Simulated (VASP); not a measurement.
## MnHg: equation of state with PBE

The system is MnHg.

```
Hg Mn
1.0
     3.31500    0.00000    0.00000
     0.00000    3.31500    0.00000
     0.00000    0.00000    3.31500
Hg Mn
1 1
Direct
  0.00000 0.00000 0.00000
  0.50000 0.50000 0.50000
```

```json
{
  "Program": "VASP 6.6.1",
  "Task": "equation of state",
  "Functional": "PBE",
  "Potentials or basis": "VASP PAW PBE potentials, release 64 (Hg, Mn_pv)",
  "Cutoff": "520 eV",
  "k mesh": "8 × 8 × 8",
  "Occupations": "fermi-dirac, width 0.05 eV",
  "Spin": "collinear spin, ferromagnetic start",
  "Starting moments": "[0.0, 4.0] μB",
  "Further INCAR settings": "ALGO = Normal; EDIFF = 1e-07; NBANDS = 24"
}
```

```json
{
 "Equilibrium volume": "18.47 Å³/atom",
 "Bulk modulus": "76 GPa",
 "Pressure derivative of the bulk modulus": "4.6 (rough: it moves with the points fitted)"
}
```

Energy against volume, from the lowest point:
```tsv
volume (Å³/atom)	energy (meV/atom)
17.122	26.55
17.486	13.68
17.850	5.04
18.215	0.53
18.579	0.00
18.943	2.68
19.308	7.99
```

All runs of the series together: 5.9 min on 1 thread of Intel(R) Xeon(R) Platinum 8488C (Sapphire Rapids), with other jobs on the host.

The run has no spin-orbit coupling, so splittings on Hg are missing. PBE usually gives volumes a little too large and moduli too small.
